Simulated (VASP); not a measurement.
Here is the system:

```xyz
2
Lattice="0.0000 3.0294 3.0294 3.0294 0.0000 3.0294 3.0294 3.0294 0.0000" Properties=species:S:1:pos:R:3 pbc="T T T"
Pb     0.0000     0.0000     0.0000
S      3.0294     3.0294     3.0294
```

All values below come from PBE GGA, VASP's PBE PAW potentials (set 64) (plane waves; VASP). Numerical set-up: 400 eV cut-off, 6×6×6 Γ-centred mesh, Gaussian smearing of 0.050 eV, potentials Pb_d S.

Unless said otherwise, spin-orbit coupling is left out, though it shifts the bands of the heavy elements here.

**Question.** What does the run give for the energy per atom (σ→0), pressure, band gap (on the k-mesh) with the smallest direct gap where there is one?

**Answer.** 
| Property | Value |
|---|---|
| band gap (on the k-mesh) | 0.58 eV |
| smallest direct gap (on the k-mesh) | 0.58 eV |
| energy per atom (σ→0) | -4.383 eV/atom |
| pressure | -13.2 kbar |

Total energies compare only between runs with the same potentials, cut-off and functional.

The compound is PbS in the rock salt structure. The cell was not relaxed at this level.
